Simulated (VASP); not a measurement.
## BaFeO3: structure and properties in VASP

Aim: relax BaFeO3, then compute properties on the relaxed cell. The steps: magnetic order: ferromagnetic, magnetic order: antiferromagnetic, q = (0, 0, 1/2), magnetic order: antiferromagnetic, q = (1/2, 1/2, 1/2), magnetic order: antiferromagnetic, q = (1/2, 1/2, 0), the orders side by side, relaxing cell and atoms (PBEsol + U), second relaxation, single point with fields (PBEsol + U), bands along the symmetry lines (PBEsol + U), total and projected DOS (PBEsol + U) and electric field gradients (PBEsol + U). Left out of this account: 1 further run (relaxation: a spoilt try). The start is a cell from a database of measured crystal structures.

Method: PBEsol, DFT+U (Fe d 3 eV), spin-polarised from a ferromagnetic start (one magnetic atom a cell); plane waves and PAW (Ba_sv, Fe, O), in the first sound run; inputs show where later runs differ, in VASP 6.6.1.

The database entry behind the starting cell differs from later determinations by our own check (an axis about 1.3 % long against later determinations), so it need not match the best structure at ambient conditions.

**1. The structure**

The structure is cubic, space group Pm-3m (No. 221). Conventional cell: a = 4.020 Å, b = 4.020 Å, c = 4.020 Å, α = 90.00°, β = 90.00°, γ = 90.00°. Ba has 12 O at 2.84 Å nearest. Fe has 6 O at 2.01 Å nearest. Nearest to O lie 2 Fe at 2.01 Å and 4 Ba at 2.84 Å. Farther neighbours and most contacts between anions are not listed.

**2. Magnetic order: ferromagnetic**

The properties of a magnet depend on its order, so a few collinear patterns are compared first on the cell as listed, beginning with all moments parallel. PBEsol restores the gradient expansion of exchange and is tuned for the cells of solids. A Hubbard U penalises fractional filling of the localised shell, which semilocal functionals favour.

File INCAR:

```
SYSTEM = BaFeO3
PREC = Accurate
ENCUT = 520
EDIFF = 1E-06
NELM = 100
ISMEAR = 0
SIGMA = 0.05
LREAL = .FALSE.
ALGO = Normal
GGA = PS
NBANDS = 28
ISPIN = 2
MAGMOM = 0 3 0 0 0
LDAU = .TRUE.
LDAUTYPE = 2
LDAUL = -1 2 -1
LDAUU = 0 3 0
LDAUJ = 0 0 0
LDAUPRINT = 1
LASPH = .TRUE.
LMAXMIX = 4
LORBIT = 11
LWAVE = .FALSE.
LCHARG = .FALSE.
KPAR = 8
ISIF = 2
```

File POSCAR:

```
BaFeO3
1.0
    4.0200000000      0.0000000000      0.0000000000
    0.0000000000      4.0200000000      0.0000000000
    0.0000000000      0.0000000000      4.0200000000
Ba Fe O
1 1 3
Direct
    0.0000000000      0.0000000000      0.0000000000
    0.5000000000      0.5000000000      0.5000000000
    0.5000000000      0.5000000000      0.0000000000
    0.0000000000      0.5000000000      0.5000000000
    0.5000000000      0.0000000000      0.5000000000
```

File KPOINTS:

```
Automatic mesh
0
Gamma
6 6 6
0 0 0
```

PAW data sets: Ba_sv, Fe and O (PBE family, release 64).

Launch:

```console
$ mpirun -np 8 vasp_std
```

What it wrote:

```text
[banner, memory and clock lines left out]
running    8 mpi-ranks, on    1 nodes
 distrk:  each k-point on    1 cores,    8 groups
 distr:  one band on    1 cores,    1 groups

 POSCAR found type information on POSCAR BaFeO
 POSCAR found :  3 types and       5 ions
|                                                                             |
|           W    W    AA    RRRRR   N    N  II  N    N   GGGG   !!!           |
|           W    W   A  A   R    R  NN   N  II  NN   N  G    G  !!!           |
|           W    W  A    A  R    R  N N  N  II  N N  N  G       !!!           |
|           W WW W  AAAAAA  RRRRR   N  N N  II  N  N N  G  GGG   !            |
|           WW  WW  A    A  R   R   N   NN  II  N   NN  G    G                |
|           W    W  A    A  R    R  N    N  II  N    N   GGGG   !!!           |
|                                                                             |
|     For optimal performance we recommend to set                             |
|       NCORE = 2 up to number-of-cores-per-socket                            |
|     NCORE specifies how many cores store one orbital (NPAR=cpu/NCORE).      |
|     This setting can greatly improve the performance of VASP for DFT.       |
|     The default, NCORE=1 might be grossly inefficient on modern             |
|     multi-core architectures or massively parallel machines. Do your        |
|     Unfortunately you need to use the default for GW and RPA                |
|     calculations (for HF NCORE is supported but not extensively tested      |
|     yet).                                                                   |
|                                                                             |

|                                                                             |
|               ----> ADVICE to this user running VASP <----                  |
|                                                                             |
|     You enforced a specific xc type in the INCAR file but a different       |
|     [... a line on the potential file left out ...]
|     I HOPE YOU KNOW WHAT YOU ARE DOING!                                     |
|                                                                             |

 LDA part: xc-table for (Slater+PW92), standard interpolation
 POSCAR, INCAR and KPOINTS ok, starting setup
 FFT: planning ... GRIDC
 FFT: planning ... GRID_SOFT
 FFT: planning ... GRID
 WAVECAR not read
 entering main loop
       N       E                     dE             d eps       ncg     rms          rms(c)
DAV:   1     0.314929183270E+03    0.31493E+03   -0.17332E+04  2240   0.133E+03
DAV:   2    -0.133694857277E+02   -0.32830E+03   -0.30182E+03  2452   0.333E+02
DAV:   3    -0.449514111934E+02   -0.31582E+02   -0.30782E+02  2784   0.116E+02
DAV:   4    -0.459593418144E+02   -0.10079E+01   -0.10032E+01  2964   0.204E+01
DAV:   5    -0.459822391959E+02   -0.22897E-01   -0.22843E-01  2904   0.266E+00    0.279E+01
DAV:   6    -0.459324511686E+02    0.49788E-01   -0.63957E+01  2908   0.968E+01    0.677E+01
DAV:   7    -0.351381292399E+02    0.10794E+02   -0.43126E+01  2516   0.126E+02    0.142E+01
DAV:   8    -0.345030766581E+02    0.63505E+00   -0.40092E+00  3048   0.307E+01    0.671E+00
DAV:   9    -0.344094036788E+02    0.93673E-01   -0.99127E-01  3312   0.157E+01    0.372E+00
DAV:  10    -0.344253272744E+02   -0.15924E-01   -0.14307E-01  2524   0.240E+00    0.274E+00
DAV:  11    -0.344005448317E+02    0.24782E-01   -0.35733E-02  2552   0.359E+00    0.119E+00
DAV:  12    -0.344020369536E+02   -0.14921E-02   -0.51600E-03  2936   0.584E-01    0.624E-01
DAV:  13    -0.344023587852E+02   -0.32183E-03   -0.86638E-03  2500   0.178E+00    0.392E-01
DAV:  14    -0.344022343872E+02    0.12440E-03   -0.82781E-04  3040   0.264E-01    0.247E-01
DAV:  15    -0.344020657550E+02    0.16863E-03   -0.28471E-04  2924   0.292E-01    0.978E-02
DAV:  16    -0.344020702000E+02   -0.44450E-05   -0.49356E-05  3268   0.700E-02    0.565E-02
DAV:  17    -0.344020749103E+02   -0.47103E-05   -0.35181E-05  2572   0.941E-02    0.209E-02
DAV:  18    -0.344020759402E+02   -0.10299E-05   -0.49330E-06  2288   0.139E-02    0.126E-02
DAV:  19    -0.344020757372E+02    0.20307E-06   -0.16397E-06  1632   0.205E-02
   1 F= -.34402076E+02 E0= -.34401161E+02  d E =-.182931E-02  mag=     4.1197
```

Run time: 10 s. Hardware: 8 MPI ranks of Intel Xeon 6975P-C (Granite Rapids), shared host; peak memory 1.9 GiB; 75 s of CPU time.

Lines that name or quote the potential files are left out of all logs, and their timing lines are given in words.

OUTCAR, selected parts (step 2):

```text
ion  position               nearest neighbor table
   1  0.000  0.000  0.000-   3 2.84   4 2.84   5 2.84   4 2.84   5 2.84   3 2.84   4 2.84   4 2.84
                             3 2.84   5 2.84   5 2.84   3 2.84   2 3.48   2 3.48   2 3.48   2 3.48
   2  0.500  0.500  0.500-   3 2.01   4 2.01   5 2.01   3 2.01   5 2.01   4 2.01   1 3.48   1 3.48
                             1 3.48   1 3.48   1 3.48   1 3.48   1 3.48   1 3.48
   3  0.500  0.500  0.000-   2 2.01   2 2.01   1 2.84   1 2.84   1 2.84   1 2.84
   4  0.000  0.500  0.500-   2 2.01   2 2.01   1 2.84   1 2.84   1 2.84   1 2.84
   5  0.500  0.000  0.500-   2 2.01   2 2.01   1 2.84   1 2.84   1 2.84   1 2.84

  LATTYP: Found a simple cubic cell.
 ALAT       =     4.0200000000

 Subroutine GETGRP returns: Found 48 space group operations
 (whereof 48 operations were pure point group operations)

The static configuration has the point symmetry O_h .

 Found     20 irreducible k-points:

   k-points           NKPTS =     20   k-points in BZ     NKDIM =     20   number of bands    NBANDS=     28

   dimension x,y,z NGX =    30 NGY =   30 NGZ =   30
   dimension x,y,z NGXF=    60 NGYF=   60 NGZF=   60

   ENCUT  =  520.0 eV  38.22 Ry    6.18 a.u.   7.47  7.47  7.47*2*pi/ulx,y,z

   NELECT =      36.0000    total number of electrons

 k-points in reciprocal lattice and weights: Automatic mesh
   0.00000000  0.00000000  0.00000000       0.005
   0.16666667  0.00000000  0.00000000       0.028
   0.33333333  0.00000000  0.00000000       0.028
   0.50000000  0.00000000  0.00000000       0.014
   0.16666667  0.16666667  0.00000000       0.056
   0.33333333  0.16666667  0.00000000       0.111
   0.50000000  0.16666667  0.00000000       0.056
   0.33333333  0.33333333  0.00000000       0.056
   0.50000000  0.33333333  0.00000000       0.056
[...]
0.50000000  0.50000000  0.33333333       0.028
   0.50000000  0.50000000  0.50000000       0.005

atom =   2  type =  2  l = 2

 onsite density matrix

spin component  1

  0.9781  0.0000 -0.0000 -0.0000 -0.0000
  0.0000  0.9781  0.0000  0.0000 -0.0000
 -0.0000  0.0000  0.9036  0.0000  0.0000
 -0.0000  0.0000  0.0000  0.9781 -0.0000
 -0.0000 -0.0000  0.0000 -0.0000  0.9036

spin component  2

  0.1686 -0.0000  0.0000 -0.0000  0.0000
 -0.0000  0.1686  0.0000 -0.0000  0.0000
  0.0000  0.0000  0.2968 -0.0000 -0.0000
 -0.0000 -0.0000 -0.0000  0.1686  0.0000
  0.0000  0.0000 -0.0000  0.0000  0.2968

 occupancies and eigenvectors

  o =  0.1686  v =  0.0000  0.0000  0.0000  0.0000  0.0000  0.0000 -0.0120 -0.0000  0.9999  0.0000      0.0000  0.0000  0.0000  0.0000  0.0000  0.0000  0.0000  0.0000  0.0000  0.0000
  o =  0.1686  v =  0.0000  0.0000  0.0000  0.0000  0.0000  0.0000  0.9999 -0.0000  0.0120 -0.0000      0.0000  0.0000  0.0000  0.0000  0.0000  0.0000  0.0000  0.0000  0.0000  0.0000
  o =  0.1686  v =  0.0000  0.0000  0.0000  0.0000  0.0000  1.0000  0.0000  0.0000  0.0000  0.0000      0.0000  0.0000  0.0000  0.0000  0.0000  0.0000  0.0000  0.0000  0.0000  0.0000
  o =  0.2968  v =  0.0000  0.0000  0.0000  0.0000  0.0000  0.0000  0.0000  0.0380 -0.0000  0.9993      0.0000  0.0000  0.0000  0.0000  0.0000  0.0000  0.0000  0.0000  0.0000  0.0000
  o =  0.2968  v =  0.0000  0.0000  0.0000  0.0000  0.0000  0.0000 -0.0000 -0.9993 -0.0000  0.0380      0.0000  0.0000  0.0000  0.0000  0.0000  0.0000  0.0000  0.0000  0.0000  0.0000
  o =  0.9036  v =  0.0000 -0.0000  1.0000 -0.0000 -0.0087  0.0000  0.0000  0.0000  0.0000  0.0000      0.0000  0.0000  0.0000  0.0000  0.0000  0.0000  0.0000  0.0000  0.0000  0.0000
  o =  0.9036  v =  0.0000 -0.0000 -0.0087 -0.0000 -1.0000  0.0000  0.0000  0.0000  0.0000  0.0000      0.0000  0.0000  0.0000  0.0000  0.0000  0.0000  0.0000  0.0000  0.0000  0.0000
  o =  0.9781  v =  1.0000  0.0000  0.0000  0.0000  0.0000  0.0000  0.0000  0.0000  0.0000  0.0000      0.0000  0.0000  0.0000  0.0000  0.0000  0.0000  0.0000  0.0000  0.0000  0.0000
  o =  0.9781  v =  0.0000  0.9987  0.0000 -0.0514 -0.0000  0.0000  0.0000  0.0000  0.0000  0.0000      0.0000  0.0000  0.0000  0.0000  0.0000  0.0000  0.0000  0.0000  0.0000  0.0000
  o =  0.9781  v =  0.0000  0.0514  0.0000  0.9987 -0.0000  0.0000  0.0000  0.0000  0.0000  0.0000      0.0000  0.0000  0.0000  0.0000  0.0000  0.0000  0.0000  0.0000  0.0000  0.0000

 average (electrostatic) potential at core
       1 -33.9856       2 -48.3765       3 -71.3493       4 -71.3493       5 -71.3493

 E-fermi :   2.4352

 spin component 1
 k-point     1 :       0.0000    0.0000    0.0000
  band No.  band energies     occupation
    ...
     17       1.1746      1.00000
     18       1.1746      1.00000
     19       2.0303      1.00000
     20       2.0303      1.00000
     21       2.0303      1.00000
     22       7.4494      0.00000
     23       7.4494      0.00000
     24       8.6004      0.00000
     25      10.3473      0.00000
     26      10.3473      0.00000
    ...

 k-point     2 :       0.1667    0.0000    0.0000
  band No.  band energies     occupation
    ...
     17       1.1565      1.00000
     18       1.1565      1.00000
     19       1.7952      1.00000
     20       1.9500      1.00000
     21       1.9500      1.00000
     22       7.9227      0.00000
     23       7.9783      0.00000
     24       9.2423      0.00000
     25      10.4295      0.00000
     26      10.7540      0.00000
    ...

 k-point     3 :       0.3333    0.0000    0.0000
  band No.  band energies     occupation
    ...
     17       1.2186      1.00000
     18       1.2186      1.00000
     19       1.5967      1.00000
     20       1.7705      1.00000
     21       1.7705      1.00000
     22       8.8797      0.00000
     23       9.1863      0.00000
     24      10.6118      0.00000
     25      10.8185      0.00000
     26      11.5704      0.00000
    ...

 k-point     4 :       0.5000    0.0000    0.0000
  band No.  band energies     occupation
    ...
     17       1.3326      1.00000
     18       1.3326      1.00000
     19       1.6295      1.00000
     20       1.6295      1.00000
     21       1.6417      1.00000
     22       9.3825      0.00000
     23       9.9191      0.00000
     24      10.7141      0.00000
     25      11.9851      0.00000
     26      11.9851      0.00000
    ...

 k-point     5 :       0.1667    0.1667    0.0000
  band No.  band energies     occupation
    ...
     17       1.1146      1.00000
     18       1.2122      1.00000
     19       1.2870      1.00000
     20       1.8542      1.00000
     21       2.3085      0.99983
     22       8.2756      0.00000
     23       8.4862      0.00000
     24       9.6752      0.00000
     25      10.7773      0.00000
     26      10.8683      0.00000
    ...

 k-point     6 :       0.3333    0.1667    0.0000
  band No.  band energies     occupation
    ...
     16       0.7205      1.00000
     17       1.0697      1.00000
     18       1.1352      1.00000
     19       1.4573      1.00000
     20       1.6393      1.00000
     21       2.4756      0.12678
     22       9.1073      0.00000
     23       9.6873      0.00000
     24      10.7621      0.00000
     25      10.9685      0.00000
    ...

  Total       -3.2363756     -3.2363756     -3.2363756      0.0000000      0.0000000      0.0000000
  in kB      -79.8162532    -79.8162532    -79.8162532      0.0000000      0.0000000      0.0000000
  external PRESSURE =     -79.8162532 kB  Pullay stress =       0.0000000 kB

  energy-cutoff  :      520.00
  volume of cell :       64.96
      direct lattice vectors                 reciprocal lattice vectors
     4.020000000  0.000000000  0.000000000     0.248756219  0.000000000  0.000000000
     0.000000000  4.020000000  0.000000000     0.000000000  0.248756219  0.000000000
     0.000000000  0.000000000  4.020000000     0.000000000  0.000000000  0.248756219

 POSITION                                       TOTAL-FORCE (eV/Angst)
 -----------------------------------------------------------------------------------
      0.00000      0.00000      0.00000         0.000000      0.000000      0.000000
      2.01000      2.01000      2.01000         0.000000      0.000000      0.000000
      2.01000      2.01000      0.00000         0.000000      0.000000      0.000000
      0.00000      2.01000      2.01000         0.000000      0.000000      0.000000
      2.01000      0.00000      2.01000         0.000000      0.000000      0.000000
 -----------------------------------------------------------------------------------
    total drift:                                0.000000      0.000000     -0.000000

  FREE ENERGIE OF THE ION-ELECTRON SYSTEM (eV)
  ---------------------------------------------------
  free  energy   TOTEN  =       -34.4020757372 eV

  energy  without entropy=      -34.4002464304  energy(sigma->0) =      -34.40116108

 total charge
# of ion       s       p       d       tot
------------------------------------------
    1        2.001   5.629   0.315   7.945
    2        0.382   0.559   5.817   6.759
    3        1.563   3.364   0.000   4.927
    4        1.563   3.364   0.000   4.927
    5        1.563   3.364   0.000   4.927
--------------------------------------------------
tot          7.073  16.281   6.132  29.486

 magnetization (x)
# of ion       s       p       d       tot
------------------------------------------
    1        0.001   0.005   0.005   0.010
    2        0.027   0.026   3.642   3.695
    3        0.010   0.090   0.000   0.099
    4        0.010   0.090   0.000   0.099
    5        0.010   0.090   0.000   0.099
--------------------------------------------------
tot          0.058   0.300   3.646   4.004

[... 6 further parts left out ...]
```

The k-mesh is coarse for a metal. Harder data sets than Ba_sv exist (the GW ones), and pressures, volumes and forces can shift noticeably with them. The PAW data sets were made with PBE, which is usual practice but a small mismatch for other functionals. At this level the cell is under a tension of 8.0 GPa, so at these settings it is away from equilibrium.

Numbers from this step:

```
SCF cycles                                        : 19
electrons                                         : 36
bands                                             : 28
irreducible k-points                              : 20
symmetry operations                               : 48
free energy (TOTEN)                               : -34.40 eV
energy at zero smearing                           : -34.40 eV
Fermi energy                                      : 2.435 eV
pressure                                          : -7.982 GPa
moment of the cell, from the last line of the log : 4.120 μB
metallic                                          : yes
```

Spin moment in the PAW sphere by atom:

| atom | spin moment in the PAW sphere (μB) |
| --- | --- |
| Ba1 | 0.01 |
| Fe2 | 3.69 |
| O3 | 0.10 |
| O4 | 0.10 |
| O5 | 0.10 |

The run ends ferromagnetic with a largest moment of 3.69 μB, and the mesh shows no gap.

(Part 1 of 9 ends here.)

[Lines on the potential files, build, host, timing and source positions are cut from VASP's logs without a mark.]

[Logs are printed without paths, hosts, clocks, repeated set-up lines and the standing remarks that a program may print on its own settings, such as how far it seeks lower states.]

[Hosts, paths, dates, database ids (printed as entryN), source tags and the programs' standing remarks are cut or masked in the printed files.]

[A measured line is paired with the nearest computed mode of its activity, which favours agreement.]
